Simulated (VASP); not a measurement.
A convergence study with VASP on Tb (hcp): a few settings are varied, all else stays as given below, so the limit is that of these other settings.

```xyz
2
Lattice="1.8000 -3.1177 0.0000 1.8000 3.1177 0.0000 0.0000 0.0000 5.6900" Properties=species:S:1:pos:R:3 pbc="T T T"
Tb     1.8000     1.0392     1.4225
Tb     1.8000    -1.0392     4.2675
```

Level of theory: PBE GGA, VASP's PBE PAW potentials (set 64) (plane waves; VASP 6.6.1). The last row used: 550 eV cut-off, 19×19×10 Γ-centred mesh, second-order Methfessel-Paxton smearing of 0.40 eV, potentials Tb_3.

The 4f electrons are frozen in the core of the lanthanide potential, so 4f levels, which can set the real gap, and their magnetism are missing.

```tsv
setting	E (eV/atom)	pressure (GPa)	irreducible k-points
ISMEAR = -1, SIGMA = 0.01, 6×6×3 mesh	-4.5788	0.31	14
ISMEAR = -1, SIGMA = 0.2, 6×6×3 mesh	-4.5791	0.75	14
ISMEAR = 0, SIGMA = 0.01, 6×6×3 mesh	-4.5787	0.31	14
ISMEAR = 0, SIGMA = 0.2, 6×6×3 mesh	-4.5786	0.18	14
ISMEAR = 1, SIGMA = 0.01, 6×6×3 mesh	-4.5786	0.30	14
ISMEAR = 1, SIGMA = 0.2, 6×6×3 mesh	-4.5810	0.05	14
ISMEAR = 2, SIGMA = 0.01, 6×6×3 mesh	-4.5786	0.29	14
ISMEAR = 2, SIGMA = 0.2, 6×6×3 mesh	-4.5813	0.09	14
ISMEAR = -1, SIGMA = 0.05, 13×13×7 mesh	-4.5546	0.58	84
ISMEAR = -1, SIGMA = 0.2, 13×13×7 mesh	-4.5662	1.01	84
ISMEAR = 0, SIGMA = 0.05, 13×13×7 mesh	-4.5540	0.52	84
ISMEAR = 0, SIGMA = 0.2, 13×13×7 mesh	-4.5555	0.65	84
ISMEAR = 1, SIGMA = 0.05, 13×13×7 mesh	-4.5539	0.49	84
ISMEAR = 1, SIGMA = 0.2, 13×13×7 mesh	-4.5544	0.55	84
ISMEAR = 2, SIGMA = 0.05, 13×13×7 mesh	-4.5539	0.48	84
ISMEAR = 2, SIGMA = 0.2, 13×13×7 mesh	-4.5544	0.53	84
ISMEAR = -1, SIGMA = 0.05, 19×19×10 mesh	-4.5563	0.57	240
ISMEAR = -1, SIGMA = 0.4, 19×19×10 mesh	-4.5849	2.07	240
ISMEAR = 0, SIGMA = 0.05, 19×19×10 mesh	-4.5567	0.52	240
ISMEAR = 0, SIGMA = 0.4, 19×19×10 mesh	-4.5618	0.86	240
ISMEAR = 1, SIGMA = 0.05, 19×19×10 mesh	-4.5567	0.51	240
ISMEAR = 1, SIGMA = 0.4, 19×19×10 mesh	-4.5559	0.61	240
ISMEAR = 2, SIGMA = 0.05, 19×19×10 mesh	-4.5567	0.51	240
ISMEAR = 2, SIGMA = 0.4, 19×19×10 mesh	-4.5552	0.59	240
```

VASP warned of too few bands at ISMEAR = -1, SIGMA = 0.4, 19×19×10 mesh.

Left out are rungs that failed or repeat a setting and relaxations that didn't move; long series are thinned to 24 rows.

The compound is Tb in the hcp structure. The cell was not relaxed at this level.
